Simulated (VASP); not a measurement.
Crystal: As.

```
As
1.0
     1.87975    1.08527    3.48577
    -1.87975    1.08527    3.48577
     0.00000   -2.17055    3.48577
As
2
Direct
  0.22754 0.22754 0.22754
  0.77246 0.77246 0.77246
```

```yaml
Program: VASP 6.6.1
Task: relaxation of cell and atoms
Functional: LDA
Potentials_or_basis: VASP PAW LDA potentials, release 64 (As)
Cutoff: 600 eV
k_mesh: 15 × 15 × 15
Occupations: gaussian, width 0.1 eV
Spin: no spin polarisation
```

At the start: pressure -1.1 GPa; volume 21.33 Å³/atom.

Task: How do energy, volume and symmetry change on relaxing?

Result: Over 10 steps the energy falls by 8.5 meV/atom and the volume is 20.43 Å³/atom (-4.2 %); space group R-3m (No. 166, to 0.05 Å).

Step by step:
```
step  energy change (eV)  largest force (eV/Å)  pressure (GPa)  volume (Å³)
   1              0.0000                0.1344           -1.09        42.67
   2             -0.0063                0.1878            0.16        41.78
   3             -0.0072                0.2161            0.87        41.31
   4             -0.0111                0.1370            0.68        41.16
   5             -0.0159                0.0726            0.24        40.68
   6             -0.0159                0.0630            0.26        40.70
   7             -0.0167                0.0425            0.03        40.83
   8             -0.0169                0.0229           -0.19        40.94
   9             -0.0170                0.0100            0.03        40.85
  10             -0.0170                0.0041           -0.01        40.87
```

Final structure:
```cif
data_structure
_symmetry_space_group_name_H-M 'P 1'
_symmetry_Int_Tables_number 1
_cell_length_a 3.9738
_cell_length_b 3.9738
_cell_length_c 3.9738
_cell_angle_alpha 56.582
_cell_angle_beta 56.582
_cell_angle_gamma 56.582
_cell_volume 40.87
loop_
_atom_site_label
_atom_site_type_symbol
_atom_site_fract_x
_atom_site_fract_y
_atom_site_fract_z
_atom_site_occupancy
As1 As 0.23089 0.23089 0.23089 1
As2 As 0.76911 0.76911 0.76911 1
```
